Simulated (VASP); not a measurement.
Calculation: PBE GGA with D3 dispersion (zero damping), VASP's PBE PAW potentials (set 64) (plane waves; VASP 6.6.1).

The input files of a VASP run:

### INCAR
```
LMAXMIX=4   # l cut-off of mixed one-centre charges
ENCUT=520
EDIFF=1E-6   # SCF stop (eV)
LREAL=.FALSE.   # projection in real space or not
NSW=60
ALGO=Normal
LASPH=.TRUE.   # aspherical one-centre terms
GGA=PE   # PBE
EDIFFG=-0.01   # ionic stop
SYSTEM=Cu
ISIF=3
IBRION=2   # conjugate gradients
LCHARG=.FALSE.
IVDW=11   # D3, zero damping
SIGMA=0.1   # width (eV)
NELM=100   # most electronic steps
LWAVE=.FALSE.
PREC=Accurate
ISMEAR=1   # Methfessel-Paxton
```

File KPOINTS:
```
Automatic mesh
0
Gamma
16 16 16
0 0 0
```

File POSCAR:
```
Cu
1
    0.0000000000     1.8050000000     1.8050000000
    1.8050000000     0.0000000000     1.8050000000
    1.8050000000     1.8050000000     0.0000000000
Cu
1
Direct
  0.0000000000   0.0000000000   0.0000000000
```

POTCAR, in this order: Cu (PBE.64 set). Program: vasp_std.

Output

OUTCAR:
```
 ion  position               nearest neighbor table
   1  0.000  0.000  0.000-
  LATTYP: Found a face centered cubic cell.
 ALAT       =     3.6100000000
 Subroutine PRICEL returns:
 Original cell was already a primitive cell.
 Subroutine GETGRP returns: Found 48 space group operations
The static configuration has the point symmetry O_h .
The dynamic configuration has the point symmetry O_h .
 Subroutine INISYM returns: Found 48 space group operations
 Subroutine IBZKPT returns following result:
 Found    145 irreducible k-points:

 Following reciprocal coordinates:
            Coordinates               Weight
  0.000000  0.000000  0.000000      1.000000
  0.062500  0.000000  0.000000      8.000000
  0.125000  0.000000  0.000000      8.000000
  0.187500  0.000000  0.000000      8.000000
  0.250000  0.000000  0.000000      8.000000
  0.312500  0.000000  0.000000      8.000000
  0.375000  0.000000  0.000000      8.000000
  0.437500  0.000000  0.000000      8.000000
  0.500000  0.000000  0.000000      4.000000
  0.062500  0.062500  0.000000      6.000000
...
```

### OSZICAR
```
       N       E                     dE             d eps       ncg     rms          rms(c)
DAV:   1     0.353572188629E+02    0.35357E+02   -0.57041E+03  2698   0.204E+03
DAV:   2    -0.418377835173E+01   -0.39541E+02   -0.37673E+02  2622   0.195E+02
DAV:   3    -0.462500914379E+01   -0.44123E+00   -0.44021E+00  3039   0.297E+01
DAV:   4    -0.462821857258E+01   -0.32094E-02   -0.32092E-02  3282   0.231E+00
DAV:   5    -0.462825261411E+01   -0.34042E-04   -0.34041E-04  3090   0.187E-01    0.767E+00
DAV:   6    -0.410239345919E+01    0.52586E+00   -0.16827E+01  2750   0.959E+01    0.388E+00
DAV:   7    -0.373825575553E+01    0.36414E+00   -0.26269E+00  2788   0.376E+01    0.578E-01
DAV:   8    -0.372743627889E+01    0.10819E-01   -0.53833E-03  2890   0.133E+00    0.309E-01
DAV:   9    -0.372576201633E+01    0.16743E-02   -0.11946E-02  2919   0.236E+00    0.336E-02
DAV:  10    -0.372576126129E+01    0.75504E-06   -0.55663E-05  3824   0.155E-01    0.889E-03
DAV:  11    -0.372575990152E+01    0.13598E-05   -0.12183E-06  2073   0.237E-02    0.477E-04
DAV:  12    -0.372575991223E+01   -0.10702E-07   -0.62666E-08  1447   0.381E-03
   1 F= -.42301533E+01 E0= -.42301114E+01  d E =-.423015E+01
       N       E                     dE             d eps       ncg     rms          rms(c)
DAV:   1    -0.445104852961E+01   -0.72529E+00   -0.13950E+01  2741   0.920E+01    0.738E+00
DAV:   2    -0.397594967552E+01    0.47510E+00   -0.12366E+01  2723   0.827E+01    0.302E+00
DAV:   3    -0.371206394837E+01    0.26389E+00   -0.18109E+00  2700   0.318E+01    0.901E-01
DAV:   4    -0.369599445558E+01    0.16069E-01   -0.14014E-02  2871   0.202E+00    0.146E-01
DAV:   5    -0.369521192607E+01    0.78253E-03   -0.58776E-03  2999   0.182E+00    0.396E-02
DAV:   6    -0.369518876003E+01    0.23166E-04   -0.60276E-05  3627   0.160E-01    0.978E-03
DAV:   7    -0.369518579943E+01    0.29606E-05   -0.72394E-06  2101   0.580E-02    0.957E-04
DAV:   8    -0.369518606783E+01   -0.26840E-06   -0.11095E-07  1433   0.613E-03
   2 F= -.42343461E+01 E0= -.42343640E+01  d E =-.419274E-02
       N       E                     dE             d eps       ncg     rms          rms(c)
DAV:   1    -0.381215775215E+01   -0.11697E+00   -0.20173E+00  2735   0.378E+01    0.259E+00
DAV:   2    -0.374099787964E+01    0.71160E-01   -0.14112E+00  2731   0.273E+01    0.951E-01
DAV:   3    -0.371390970629E+01    0.27088E-01   -0.21517E-01  2715   0.110E+01    0.378E-01
DAV:   4    -0.371112090706E+01    0.27888E-02   -0.45087E-03  3604   0.944E-01    0.275E-02
DAV:   5    -0.371112140614E+01   -0.49907E-06   -0.60569E-05  3113   0.170E-01    0.120E-02
DAV:   6    -0.371112156376E+01   -0.15762E-06   -0.52625E-06  2026   0.448E-02
   3 F= -.42369314E+01 E0= -.42369323E+01  d E =-.677808E-02
```

File OUTCAR:
```
------------------------ aborting loop because EDIFF is reached ----------------------------------------
 Edisp (eV)   -0.52581
  FORCE on cell =-STRESS in cart. coord.  units (eV):
  Direction    XX          YY          ZZ          XY          YZ          ZX
  --------------------------------------------------------------------------------------
  Total      -0.00091    -0.00091    -0.00091     0.00000     0.00000    -0.00000
  in kB      -0.12802    -0.12802    -0.12802     0.00000     0.00000    -0.00000
  external pressure =       -0.13 kB  Pullay stress =        0.00 kB
  volume of cell :       11.36
      direct lattice vectors                 reciprocal lattice vectors
     0.000000000  1.784161535  1.784161535    -0.280243683  0.280243683  0.280243683
     1.784161535  0.000000000  1.784161535     0.280243683 -0.280243683  0.280243683
     1.784161535  1.784161535  0.000000000     0.280243683  0.280243683 -0.280243683
 POSITION                                       TOTAL-FORCE (eV/Angst)
 -----------------------------------------------------------------------------------
      0.00000      0.00000      0.00000        -0.000000      0.000000     -0.000000
 -----------------------------------------------------------------------------------
    total drift:                               -0.000000     -0.000000     -0.000000
  FREE ENERGIE OF THE ION-ELECTRON SYSTEM (eV)
  ---------------------------------------------------
  free  energy   TOTEN  =        -4.2369314198 eV

  energy  without entropy=       -4.2369340378  energy(sigma->0) =       -4.23693229

 reached required accuracy - stopping structural energy minimisation
```
(Selected blocks of OUTCAR.)

**CONTCAR**
```
Cu
   1.00000000000000
     0.0000000000000000    1.7841615350610485    1.7841615350610485
     1.7841615350610485    0.0000000000000000    1.7841615350610485
     1.7841615350610485    1.7841615350610485    0.0000000000000000
  Cu
     1
Direct
     0.0000000000000000    0.0000000000000000    0.0000000000000000
```

Energy and stress use the plane-wave basis of the starting cell.

The compound is Cu in the fcc structure. This run relaxes it. Symmetry was kept, so distortions that lower it aren't found.
